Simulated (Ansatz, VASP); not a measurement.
Given: the input of a run of VASP 6.6.1 on HfMoC2.

INCAR

```
SYSTEM = HfMoC2
PREC = Accurate
ENCUT = 520
EDIFF = 1E-7
ISMEAR = -1
SIGMA = 0.05
LREAL = .False.
LASPH = .True.
NELM = 60
ALGO = Normal
ISIF = 2
LWAVE = .False.
LCHARG = .False.
GGA = PS
NBANDS = 24
```

File KPOINTS:

```
regular mesh
0
Gamma
  8 8 6
  0 0 0
```

The input POSCAR:

```
HfMoC2
1.0
    3.1914230000      0.0000000000      0.0000000000
    0.0000000000      3.1914230000      0.0000000000
    0.0000000000      0.0000000000      4.4851640000
Hf Mo C
1 1 2
Direct
    0.0000000000      0.0000000000      0.0000000000
    0.5000000000      0.5000000000      0.5000000000
    0.5000000000      0.5000000000      0.0000000000
    0.0000000000      0.0000000000      0.5000000000
```

Potentials or basis: VASP PAW PBE potentials, release 64 (Hf_pv, Mo_sv, C).

Run with:

```console
$ cat potpaw_PBE.64/Hf_pv/POTCAR potpaw_PBE.64/Mo_sv/POTCAR potpaw_PBE.64/C/POTCAR > POTCAR
$ mpirun -np 1 vasp_std > vasp.out
```

Translate it to Ansatz 0.2.0. Potentials there: Ansatz PAW.

As run (the cutoff follows the program's own potentials):

Contents of input.yaml:

```yaml
crystal:
  lattice:
    - [3.191423, 0.0, 0.0]
    - [0.0, 3.191423, 0.0]
    - [0.0, 0.0, 4.485164]
  atoms:
    - { symbol: Hf, position: [0.0, 0.0, 0.0] }
    - { symbol: Mo, position: [0.5, 0.5, 0.5] }
    - { symbol: C, position: [0.5, 0.5, 0.0] }
    - { symbol: C, position: [0.0, 0.0, 0.5] }
hamiltonian:
  xc: pbesol
  pseudopotentials: { kind: paw }
kpoints:
  mp_grid: { grid: [8, 8, 6] }
scf:
  occupations: { method: fermi_dirac, width: 0.05 }
output:
  forces: true
  stress: true
  eigenvalues: true
```

Potentials or basis: Ansatz PAW.

Command:

```console
$ ansatz run input.yaml --threads 1 --pin off --max-ram 3584MiB --backend cpu --events-out ev --progress --plain --runs-dir out
```

Both were run:

|  | VASP | Ansatz | Ansatz less VASP |
| --- | --- | --- | --- |
| gap on the k mesh at the Fermi level (eV) | none | none | - |
| pressure (GPa) | -8.9 | -8.9 | -0.05 |
| largest component of the traceless stress (GPa) | 2.91 | 2.93 | +0.017 |

A gap of «none» marks a metal or a gap that the smearing closes. The two sets of potentials don't hold the same shells in valence.

Caveats: the PAW data sets were made with another functional, which shifts forces and pressure a little (VASP); the PAW data sets come from PBE, with cores solved anew for the run's functional, which leaves a small shift of forces and pressure (Ansatz). Spin-orbit coupling is left out, which matters for the levels of Hf.
